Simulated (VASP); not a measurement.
All values below come from PBE GGA with D4 dispersion, VASP's PBE PAW potentials (set 64) (plane waves; VASP).

The input files of a VASP run:

INCAR:
```
! general
SYSTEM  = PbSe
PREC    = Accurate
ENCUT   = 520
LREAL   = F
LASPH   = T

! electronic loop
EDIFF   = 1E-7
NELM    = 100
ALGO    = Normal
LMAXMIX = 4

! smearing
ISMEAR  = -5

! functional
GGA     = PE
IVDW    = 13

! ions
ISIF    = 2

! output
LWAVE   = F
LCHARG  = T
LORBIT  = 11
NEDOS   = 601
```

KPOINTS:
```
Automatic mesh
0
Gamma
8 8 8
0 0 0
```

**POSCAR**
```
PbSe
1
    0.0000000000     3.0656566552     3.0656566552
    3.0656566552     0.0000000000     3.0656566552
    3.0656566552     3.0656566552     0.0000000000
Pb Se
1 1
Direct
  0.0000000000   0.0000000000   0.0000000000
  0.5000000000   0.5000000000   0.5000000000
```

POTCAR, in this order: Pb_d Se (PBE.64 set). Program: vasp_std.

What will the output report for the number of irreducible k-points (NKPTS), largest plane-wave count, number of space-group operations, FFT grid (NGX, NGY, NGZ)?

```
Quantity                                      Result
--------------------------------------  ------------
number of irreducible k-points (NKPTS)            29
largest plane-wave count                        1572
number of space-group operations                  48
FFT grid (NGX, NGY, NGZ)                32 × 32 × 32
```

The compound is PbSe in the rock salt structure. It was relaxed first.
